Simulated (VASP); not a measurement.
These are r2SCAN meta-GGA, VASP's PBE PAW potentials (set 64) (plane waves; VASP) values and carry that method's errors.

VASP input:

POSCAR:
```
SrCl2
1.0
  0.0000000000   3.4979229564   3.4979229564
  3.4979229564   0.0000000000   3.4979229564
  3.4979229564   3.4979229564   0.0000000000
Sr Cl
1 2
Cartesian
  3.4979229564   0.0000000000   3.4979229564
  1.7489614782   1.7489614782   1.7489614782
  5.2468844346   5.2468844346   5.2468844346
```

### INCAR
```
SYSTEM = SrCl2
PREC = Accurate
ENCUT = 400
EDIFF = 1E-6
NELM = 100
ALGO = Normal
LREAL = .FALSE.
LASPH = .TRUE.
ISMEAR = 0
SIGMA = 0.05
METAGGA = R2SCAN
LMIXTAU = .TRUE.
LMAXMIX = 4
LWAVE = .FALSE.
LCHARG = .FALSE.
IBRION = 2
ISIF = 3
NSW = 60
EDIFFG = -0.02
```

File KPOINTS:
```
kpoints
0
Gamma
5 5 5
```

POTCAR, in this order: Sr_sv Cl (PBE.64 set). Program: vasp_std.

**Question.** Estimate the energy per atom (σ→0).

**Answer.** 
| Quantity | Value |
|---|---|
| energy per atom (σ→0) | -11.896 eV/atom |

File OSZICAR:
```
...
DAV:  18    -0.356876912923E+02   -0.67276E-03   -0.13788E-04   360   0.133E-01    0.325E-02
DAV:  19    -0.356877877604E+02   -0.96468E-04   -0.63737E-05   344   0.794E-02    0.162E-02
DAV:  20    -0.356877916173E+02   -0.38569E-05   -0.14050E-05   352   0.417E-02    0.922E-03
DAV:  21    -0.356877972282E+02   -0.56109E-05   -0.35458E-06   360   0.221E-02    0.906E-03
DAV:  22    -0.356877986819E+02   -0.14537E-05   -0.92178E-07   320   0.102E-02    0.460E-03
DAV:  23    -0.356877999403E+02   -0.12584E-05   -0.56183E-07   288   0.803E-03    0.185E-03
DAV:  24    -0.356877996430E+02    0.29731E-06   -0.20248E-07   288   0.522E-03
   1 F= -.35687800E+02 E0= -.35687800E+02  d E =-.356878E+02
```

The compound is SrCl2 in the fluorite structure. It was relaxed first. The start is the result of an earlier pass.
